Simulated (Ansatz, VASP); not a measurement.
**Cross-check of SnSe between VASP and Ansatz**

One calculation is typed for both programs; each brings its own data sets. How far apart do they land? The cell is taken from a series of runs on this material, whose earlier steps may have relaxed, scaled, displaced or heated it; both programs get it as it stands.

Main program and level: Ansatz 0.2.0; plane waves, with VASP 6.6.1 beside it; relaxation of cell and atoms at LDA.

**1. The starting structure**

It takes space group Fm-3m (No. 225, cubic). The conventional cell has a = 5.893 Å, b = 5.893 Å, c = 5.893 Å, α = 90.00°, β = 90.00°, γ = 90.00°. Nearest to Sn lie 6 Se at 2.95 Å. Se has 6 Sn at 2.95 Å nearest. Farther neighbours and most contacts between anions are not listed.

**2. Ansatz: relaxation of cell and atoms, LDA**

Ansatz runs on its default PAW (the set named soft_2) files.

The relaxed volume is the usual yardstick between codes: in a stiff, nearly cubic crystal its relative difference is about their pressure difference at one cell divided by the bulk modulus.

File input.yaml:

```yaml
crystal:
  lattice:
    - [0.0, 2.94664777, 2.94664777]
    - [2.94664777, 0.0, 2.94664777]
    - [2.94664777, 2.94664777, 0.0]
  atoms:
    - { symbol: Sn, position: [0.0, 0.0, 0.0] }
    - { symbol: Se, position: [0.5, 0.5, 0.5] }
kpoints:
  mp_grid: { grid: [8, 8, 8] }
hamiltonian:
  xc: lda
scf:
  occupations: { method: fixed }
output:
  forces: true
  stress: true
  eigenvalues: true
  write_density: true
  write_potential: true
  elf: true
  volumetric_format: npy
relax:
  adjacent_minimum: "off"
  f_tol: 0.001
  max_steps: 60
  cell: { stress_tol: 0.01 }
```

Run with:

```console
> ansatz run input.yaml --threads 2 --pin off --max-ram 5120MiB --backend cpu --events-out ev --progress --plain --runs-dir out
```

Numbers of over 12 decimals in the logs are rounded to 6 here.

Output:

```text
Engine: ansatz 0.2.0, aarch64-unknown-linux-gnu
Pseudopotentials: kind: paw
Pseudopotential: Sn, paw, valence charge 14, recommended cutoff 420 eV (normal), Sn.paw.azcp
Pseudopotential: Se, paw, valence charge 16, recommended cutoff 420 eV (normal), Se.paw.azcp
Functional definition: SPW92
  exchange = slater_x
  correlation = pw_c
Crystal: 2 atoms, lattice volume = 51.170 Å³
Basis set: ecut = 420 eV, 965 PW (Γ)
Bands: 19, of which v1, the nominal top of the filled ones, is band 15 counted from 1 (14 counted from 0)
Symmetry: 48 space group operations
Space group: Fm-3m (ITA 225), of the structure as read, at distance tolerance 3.7e-5 Å
k-points: 29 of 512
Non-local potential: Sn, projectors of the file, l = 0: 2, l = 1: 2, l = 2: 2, l = 3: 2
Non-local potential: Se, projectors of the file, l = 0: 2, l = 1: 2, l = 2: 3, l = 3: 1
PAW form: soft (Blöchl's): semilocal exchange-correlation on the pseudo side does not see the compensation charge
PAW frozen core: Sn, regenerated for the run's functional, and the local potential with it (the file was generated under x = pbe(κ = 0.804, μ = 0.219515), c = pbe(β = 0.066725))
PAW frozen core: Se, regenerated for the run's functional, and the local potential with it (the file was generated under x = pbe(κ = 0.804, μ = 0.219515), c = pbe(β = 0.066725))
PAW one-centre angular grid: Sn, 590 points (default); XC on 64 Gauss nodes
PAW one-centre angular grid: Se, 590 points (default); XC on 64 Gauss nodes
Initial density: superposition of atomic densities (neutral atoms: chi_scale 0, normalization atom), corrected by the library's trained network
Initial wavefunctions: pseudopotential atomic-orbital guess
Functional: x = slater, c = lda
SCF iter   1: F=—  HF=-11263.664309 eV  |F-HF|=—  |Δ(HF+E_count)|=         —  Δρ=5.34e-3  dr2=7.70e-3  ethr=1.77e-3  ⟨swp⟩=5.0  Hψ=2289  notcnv=0  defer=43
preconditioner: auto → none  [insulator: Δε(μ)=0.769 eV  Ē_g=17.474 eV  n_scr=14 (ndim 8)  ℏωp=23.2 eV  f_vac=0.008  ε∞_Penn≈2.8]
SCF iter   2: F=—  HF=-11263.659678 eV  |F-HF|=—  |Δ(HF+E_count)|=   4.63e-3  Δρ=2.16e-3  dr2=1.02e-3  ethr=2.57e-5  ⟨swp⟩=2.1  Hψ=1125  notcnv=0  defer=50
SCF iter   3: F=—  HF=-11263.659350 eV  |F-HF|=—  |Δ(HF+E_count)|=   3.28e-4  Δρ=4.16e-4  dr2=1.79e-4  ethr=3.39e-6  ⟨swp⟩=2.0  Hψ=907  notcnv=0  defer=50
SCF iter   4: F=—  HF=-11263.659292 eV  |F-HF|=—  |Δ(HF+E_count)|=   5.82e-5  Δρ=1.76e-4  dr2=7.66e-6  ethr=5.97e-7  ⟨swp⟩=3.0  Hψ=1046  notcnv=0  defer=49
SCF iter   5: F=—  HF=-11263.659287 eV  |F-HF|=—  |Δ(HF+E_count)|=   4.92e-6  Δρ=2.66e-5  dr2=2.09e-7  ethr=2.55e-8  ⟨swp⟩=2.0  Hψ=986  notcnv=0  defer=4
SCF iter   6: F=-11263.659287 eV  HF=-11263.659287 eV  |F-HF|=3.02e-10  |Δ(HF+E_count)|=   8.84e-8  Δρ=7.60e-6  dr2=1.58e-8  ethr=3.33e-10  ⟨swp⟩=9.9  Hψ=4117  notcnv=0
SCF 1 converged in 6 iterations: F = -11263.659287 eV  dr2 = 1.58e-8
  greatest PAW one-centre occupation: 1.000 electrons in one spin orbital (limit 2), on the Se atom at site 1 (counted from 0), in its partial waves of l = 2
relax step   1: F+E_penalty+E_count = -11263.65928695 eV  Δ(F+E_penalty+E_count) = +0.000e0 eV  max|allowed force component| = 1.167e-30 eV/Å  Δτ_max = 0.0000 Å  P = -0.014 GPa  Ω = 51.170 Å³  (6 SCF iters, dr2 threshold 1.00e-7 eV, accepted)
[...]
relax step   2: F+E_penalty+E_count = -11263.65929110 eV  Δ(F+E_penalty+E_count) = -4.148e-6 eV  max|allowed force component| = 4.339e-30 eV/Å  Δτ_max = 0.0000 Å  P = +0.009 GPa  Ω = 51.150 Å³  energy of the carried Pulay correction = +3.822e-6 eV  (4 SCF iters, dr2 threshold 5.19e-10 eV, accepted)
[...]
relax step   3: F+E_penalty+E_count = -11263.65929110 eV  Δ(F+E_penalty+E_count) = -2.910e-11 eV  max|allowed force component| = 3.944e-31 eV/Å  Δτ_max = 0.0000 Å  P = +0.009 GPa  Ω = 51.150 Å³  stress off target by 9.24e-3 GPa  SCF on the basis re-selected at this cell (its energy is not comparable with the rows above)  (4 SCF iters)
basis re-selected at this cell: Δ(F+E_penalty+E_count) = -2.910e-11 eV, ΔP = -0.000 GPa vs the last step (what re-selecting the basis moved, of the pressure what is left beyond the Pulay correction that the steps carried, after the strain that the cell walked since its last selection, with what the two solves' SCF thresholds leave and, on support functions, any second-order correction that the steps lacked; it is no  [...]
SCF converged after 4 iterations
Free energy (F): -11263.659291 eV
Harris-Foulkes:  -11263.659291 eV  (|F-HF|=0.00e0)
Internal energy: -11263.659291 eV  (E = F + TS)
E sigma→0 (E₀):  -11263.659291 eV
Fermi energy:    9.561648 eV
--- Per-component energies (eV) ---
  E_band       = -461.995634
  E_kinetic    = 306.397429
  E_local      = -3231.971942  (includes V_loc(G=0)·N_el)
  E_nonlocal   = -617.497163
  E_hartree    = 1707.888164
  E_xc         = -484.130127
  E_vxc        = -198.700530  (∫ρ·V_xc dr)
  E_paw        = -5818.351013  (= ΣΔE_a)
  E_vpaw       = -135.999076  (= ΣTr[D̂ρ^β])
  E_aug_tail   = -0.000652  (compensation charges beyond the density's cutoff)
  E_ewald      = -3128.636248
  E_core_change = 2.642261  (= ΣΔE_core)
  E_smearing   = -0.000000  (= −TS)
  E_closure    = -0.000000  (closes the sum)
  Σ components = -11263.659291   (vs F -11263.659291, Δ=0.00e0)
--- Forces (eV/Å), atoms counted from 1 ---
  atom   1  Sn    -0.00000000     0.00000000    -0.00000000
  atom   2  Se    -0.00000000     0.00000000     0.00000000
  max |Σ_I F_I| component: 1.63e-29 eV/Å
--- Stress (GPa, compression-positive) ---
        0.009241       0.000000      -0.000000
       -0.000000       0.009241      -0.000000
       -0.000000       0.000000       0.009241
  P = ⅓ Tr σ = 0.0092 GPa (0.092 kbar)
--- Band table (eV; the first three rows and the last of 29) ---
  k-point 0: bands = [... 11 lower, 4.6858, 7.3554, 7.3554, 7.3554, 14.1639, 14.1639, 14.1639, 15.5168]
  k-point 1: bands = [... 11 lower, 3.9877, 7.3769, 7.3769, 7.9055, 13.2205, 13.3626, 13.3626, 15.4939]
  k-point 2: bands = [... 11 lower, 2.7478, 7.4505, 7.4505, 8.7195, 11.8949, 12.1296, 12.1296, 15.8048]
  k-point 28: bands = [... 11 lower, 2.5063, 4.6097, 4.6097, 8.9116, 11.1666, 14.5410, 14.5410, 17.1099]
--- Relaxed structure (2 steps of the walk, 2 accepted, 1 SCFs on fresh bases) ---
  F+E_penalty+E_count = -11263.65929110 eV   max|allowed force component| = 3.944e-31 eV/Å   (the final SCF, on the basis selected at the relaxed cell)
  cell:  # Å, volume = 51.1498 Å³
    - [0, 2.946262, 2.946262]
    - [2.946262, 0, 2.946262]
    - [2.946262, 2.946262, 0]
  atoms:
    - { symbol: Sn, position: [0, 0, 0] }
    - { symbol: Se, position: [0.500000, 0.500000, 0.500000] }
```

**3. VASP: relaxation of cell and atoms, LDA**

The same cell, functional (in two slightly different forms) and mesh now go to VASP, with its own data sets.

Lines of VASP's logs that name or quote its potential files are left out, and so is its time.

File INCAR:

```
SYSTEM = SnSe
PREC = Accurate
ENCUT = 500
EDIFF = 1E-07
NELM = 120
ISMEAR = 0
SIGMA = 0.01
LREAL = .FALSE.
ALGO = Normal
GGA = CA
NBANDS = 16
LORBIT = 11
LWAVE = .FALSE.
LCHARG = .FALSE.
ISIF = 3
IBRION = 2
NSW = 80
EDIFFG = -0.005
LASPH = .TRUE.
GGA_COMPAT = .FALSE.
NELMIN = 4
EFERMI = MIDGAP
```

File POSCAR:

```
SnSe
1.0
    0.0000000000      2.9466480000      2.9466480000
    2.9466480000      0.0000000000      2.9466480000
    2.9466480000      2.9466480000      0.0000000000
Sn Se
1 1
Direct
    0.0000000000      0.0000000000      0.0000000000
    0.5000000000      0.5000000000      0.5000000000
```

File KPOINTS:

```
Automatic mesh
0
Gamma
8 8 8
0 0 0
```

The projector-augmented-wave data sets are Sn_d and Se (LDA family, release 64).

Run with:

```console
> mpirun -np 1 vasp_std
```

Output:

```text
[banner, memory and clock lines left out]
running    1 mpi-ranks, on    1 nodes
 distrk:  each k-point on    1 cores,    1 groups
 distr:  one band on    1 cores,    1 groups

 POSCAR found type information on POSCAR SnSe
 POSCAR found :  2 types and       2 ions
 LDA part: xc-table for (Slater(with rela. corr.)+CA(PZ))
 , standard interpolation
 POSCAR, INCAR and KPOINTS ok, starting setup
 FFT: planning ... GRIDC
 FFT: planning ... GRID_SOFT
 FFT: planning ... GRID
 WAVECAR not read
 entering main loop
       N       E                     dE             d eps       ncg     rms          rms(c)
DAV:   1     0.130079667198E+03    0.13008E+03   -0.97900E+03   928   0.157E+03
DAV:   2     0.157234572911E+01   -0.12851E+03   -0.12563E+03   992   0.370E+02
DAV:   3    -0.940887644697E+01   -0.10981E+02   -0.10951E+02  1192   0.922E+01
DAV:   4    -0.966364846910E+01   -0.25477E+00   -0.25473E+00  1104   0.157E+01
DAV:   5    -0.967223076384E+01   -0.85823E-02   -0.85822E-02  1416   0.262E+00    0.352E+00
DAV:   6    -0.951833170696E+01    0.15390E+00   -0.37479E-01  1384   0.393E+00    0.216E+00
DAV:   7    -0.951115820048E+01    0.71735E-02   -0.58503E-02  1136   0.118E+00    0.956E-01
DAV:   8    -0.950985760415E+01    0.13006E-02   -0.54783E-03  1192   0.687E-01    0.660E-02
DAV:   9    -0.950975035065E+01    0.10725E-03   -0.81746E-04  1384   0.243E-01    0.400E-02
DAV:  10    -0.950975187615E+01   -0.15255E-05   -0.66183E-05  1160   0.502E-02    0.885E-03
DAV:  11    -0.950975241585E+01   -0.53971E-06   -0.45844E-06  1248   0.176E-02    0.286E-03
DAV:  12    -0.950975237745E+01    0.38404E-07   -0.46978E-07  1160   0.103E-02
   1 F= -.95097524E+01 E0= -.95097524E+01  d E =-.950975E+01
 curvature:   0.00 expect dE= 0.000E+00 dE for cont linesearch  0.000E+00
 trial: gam= 0.00000 g(F)=  0.170E-60 g(S)=  0.527E-04 ort = 0.000E+00 (trialstep = 0.100E+01)
 search vector abs. value=  0.527E-04
 bond charge predicted
       N       E                     dE             d eps       ncg     rms          rms(c)
DAV:   1    -0.951043630951E+01   -0.68389E-03   -0.13875E-02  1176   0.182E+00    0.144E-01
DAV:   2    -0.950990092439E+01    0.53539E-03   -0.90264E-04  1216   0.466E-01    0.606E-02
DAV:   3    -0.950978240655E+01    0.11852E-03   -0.36097E-04  1216   0.284E-01    0.105E-02
DAV:   4    -0.950977742146E+01    0.49851E-05   -0.16797E-05   984   0.403E-02    0.318E-03
DAV:   5    -0.950977699039E+01    0.43107E-06   -0.89866E-07  1504   0.940E-03    0.183E-03
DAV:   6    -0.950977692270E+01    0.67687E-07   -0.11868E-07   608   0.495E-03
   2 F= -.95097769E+01 E0= -.95097769E+01  d E =-.245453E-04
 trial-energy change:   -0.000025  1 .order   -0.000023   -0.000053    0.000006
 step:   0.9094(harm=  0.9000)  dis= 0.00000  next Energy=    -9.509777 (dE=-0.248E-04)
 reached required accuracy - stopping structural energy minimisation
```

Parts of OUTCAR (step 3):

```text
ion  position               nearest neighbor table
   1  0.000  0.000  0.000-   2 2.95   2 2.95   2 2.95   2 2.95   2 2.95   2 2.95
   2  0.500  0.500  0.500-   1 2.95   1 2.95   1 2.95   1 2.95   1 2.95   1 2.95

  LATTYP: Found a face centered cubic cell.
 ALAT       =     5.8932960000

 Subroutine GETGRP returns: Found 48 space group operations
 (whereof 48 operations were pure point group operations)

The static configuration has the point symmetry O_h .

 Found     29 irreducible k-points:

   k-points           NKPTS =     29   k-points in BZ     NKDIM =     29   number of bands    NBANDS=     16

   dimension x,y,z NGX =    30 NGY =   30 NGZ =   30
   dimension x,y,z NGXF=    60 NGYF=   60 NGZF=   60

   ENCUT  =  500.0 eV  36.75 Ry    6.06 a.u.   7.60  7.60  7.60*2*pi/ulx,y,z

   NELECT =      20.0000    total number of electrons

 k-points in reciprocal lattice and weights: Automatic mesh
   0.00000000  0.00000000  0.00000000       0.002
   0.12500000  0.00000000  0.00000000       0.016
   0.25000000  0.00000000  0.00000000       0.016
   0.37500000  0.00000000  0.00000000       0.016
   0.50000000  0.00000000  0.00000000       0.008
   0.12500000  0.12500000  0.00000000       0.012
   0.25000000  0.12500000  0.00000000       0.047
   0.37500000  0.12500000  0.00000000       0.047
   0.50000000  0.12500000  0.00000000       0.047
[...]
-0.37500000  0.50000000  0.12500000       0.023
  -0.25000000  0.50000000  0.25000000       0.012

 average (electrostatic) potential at core
       1-100.7225       2 -58.4974

 E-fermi :   6.3946

 k-point     1 :       0.0000    0.0000    0.0000
  band No.  band energies     occupation
    ...
      6      -8.1642      2.00000
      7       1.1640      2.00000
      8       3.7944      2.00000
      9       3.7944      2.00000
     10       3.7944      2.00000
     11      10.5932      0.00000
     12      10.5932      0.00000
     13      10.5932      0.00000
     14      11.9345      0.00000
     15      11.9345      0.00000
    ...

 k-point     2 :       0.1250    0.0000    0.0000
  band No.  band energies     occupation
    ...
      6      -8.0412      2.00000
      7       0.4597      2.00000
      8       3.8157      2.00000
      9       3.8157      2.00000
     10       4.3505      2.00000
     11       9.6533      0.00000
     12       9.7914      0.00000
     13       9.7914      0.00000
     14      11.9158      0.00000
     15      12.3280      0.00000
    ...

 k-point     3 :       0.2500    0.0000    0.0000
  band No.  band energies     occupation
    ...
      6      -7.7063      2.00000
      7      -0.7850      2.00000
      8       3.8891      2.00000
      9       3.8891      2.00000
     10       5.1678      2.00000
     11       8.3343      0.00000
     12       8.5598      0.00000
     13       8.5598      0.00000
     14      12.2285      0.00000
     15      13.3300      0.00000
    ...

  Total       -0.0029996     -0.0029996     -0.0029996      0.0000000      0.0000000      0.0000000
  in kB       -0.0937379     -0.0937379     -0.0937379      0.0000000      0.0000000      0.0000000
  external PRESSURE =      -0.0937379 kB  Pullay stress =       0.0000000 kB

  energy-cutoff  :      500.00
  volume of cell :       51.27
      direct lattice vectors                 reciprocal lattice vectors
    -0.000000000  2.948566716  2.948566716    -0.169573914  0.169573914  0.169573914
     2.948566716 -0.000000000  2.948566716     0.169573914 -0.169573914  0.169573914
     2.948566716  2.948566716  0.000000000     0.169573914  0.169573914 -0.169573914

 POSITION                                       TOTAL-FORCE (eV/Angst)
 -----------------------------------------------------------------------------------
      2.94857     -0.00000      2.94857         0.000000      0.000000      0.000000
      2.94857      2.94857      2.94857        -0.000000      0.000000      0.000000
 -----------------------------------------------------------------------------------
    total drift:                                0.000000      0.000000      0.000000

  FREE ENERGIE OF THE ION-ELECTRON SYSTEM (eV)
  ---------------------------------------------------
  free  energy   TOTEN  =        -9.5097769227 eV

  energy  without entropy=       -9.5097769227  energy(sigma->0) =       -9.50977692

 reached required accuracy - stopping structural energy minimisation

 total charge
# of ion       s       p       d       tot
------------------------------------------
    1        1.389   0.732   9.997  12.118
    2        1.486   2.298   0.032   3.816
--------------------------------------------------
tot          2.875   3.030  10.029  15.934

[... 3 further parts left out ...]
```

**4. Side by side**

Known differences besides the potentials themselves: the two LDA forms differ slightly; fixed occupations in Ansatz, narrow Gaussian smearing in VASP; the data sets hold 30 valence electrons in Ansatz (on its default PAW (the set named soft_2) files) and 20 in VASP; the cutoff is 420 eV in Ansatz and 500 eV in VASP; VASP's log shows a relativistic correction to its local exchange, Ansatz's none; Ansatz adds a Pulay correction to the stress that steers its cell, VASP none. Total energies have different zeros and are not compared.

The two programs side by side:

```tsv
quantity	Ansatz	VASP	difference
volume (Å³)	51.15	51.27	-0.23 %
edge a after relaxation, in the typed setting (Å)	4.167	4.170	-0.08 %
```

**5. Outcome**

```yaml
difference_in_volume_relaxation_of_cell_and_atoms_lda: -0.23 %
```

The difference in volume is -0.23 % (relaxation of cell and atoms, LDA), within the 1.2 % picked in this series as the mark of a large difference, as far as the stopping tolerances let one tell. The data sets hold unlike numbers of valence electrons (30 in Ansatz and 20 in VASP), so part of the differences comes from the potentials. Such differences can come from data sets, numerical settings and the points named under the comparisons, not from the functional's error against experiment.

[Lines on the potential files, build, host, timing and source positions are cut from VASP's logs without a mark.]

[Logs are printed without paths, hosts, clocks, repeated set-up lines and the standing remarks that a program may print on its own settings, such as how far it seeks lower states.]

[Hosts, paths, dates, database ids (printed as entryN), source tags and the programs' standing remarks are cut or masked in the printed files.]
